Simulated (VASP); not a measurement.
Input:

```yaml
crystal:
  lattice:
    - [0.00000, 2.06052, 2.06052]
    - [2.06052, 0.00000, 2.06052]
    - [2.06052, 2.06052, 0.00000]
  atoms:
    - { symbol: Ag, position: [0.00000, 0.00000, 0.00000] }
```

Method: SCAN meta-GGA, VASP's PBE PAW potentials (set 64) (plane waves; VASP). Settings: 520 eV cut-off, 15×15×15 Γ-centred mesh, first-order Methfessel-Paxton smearing of 0.10 eV, potentials Ag.

Q: The job: Ag (fcc), 1 atom, SCAN, static run, 520 eV, 15×15×15 Γ-centred mesh. Roughly how much core time does it take on a busy server core?

A: About 40 core-seconds (one run on a shared machine, a rough figure). It had 120 irreducible k-points, 9 bands, up to 495 plane waves and 21 electronic steps.

The compound is Ag in the fcc structure. This cell is one point of a volume scan, at 1.03 of the reference volume.
